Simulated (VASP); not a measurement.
Here is the system:

```
CELL_PARAMETERS angstrom
      0.00000     3.52016     3.52016
      3.52016     0.00000     3.52016
      3.52016     3.52016     0.00000
ATOMIC_POSITIONS crystal
  Sr 0.00000 0.00000 0.00000
  Cl 0.25000 0.25000 0.25000
  Cl 0.75000 0.75000 0.75000
```

Computed with PBE GGA, VASP's PBE PAW potentials (set 64) (plane waves; VASP). Numerical set-up: 520 eV cut-off, 6×6×6 Γ-centred mesh, Gaussian smearing of 0.050 eV, potentials Sr_sv Cl.

### Question
Estimate the energy per atom (σ→0), band gap (on the k-mesh) with the smallest direct gap where there is one.

### Answer

The band gap (on the k-mesh) is 5.23 eV, the smallest direct gap (on the k-mesh) comes out as 5.52 eV and the energy per atom (σ→0) comes out as -4.264 eV/atom.

Total energies compare only between runs with the same potentials, cut-off and functional.

The compound is SrCl2 in the fluorite structure. It was relaxed first.
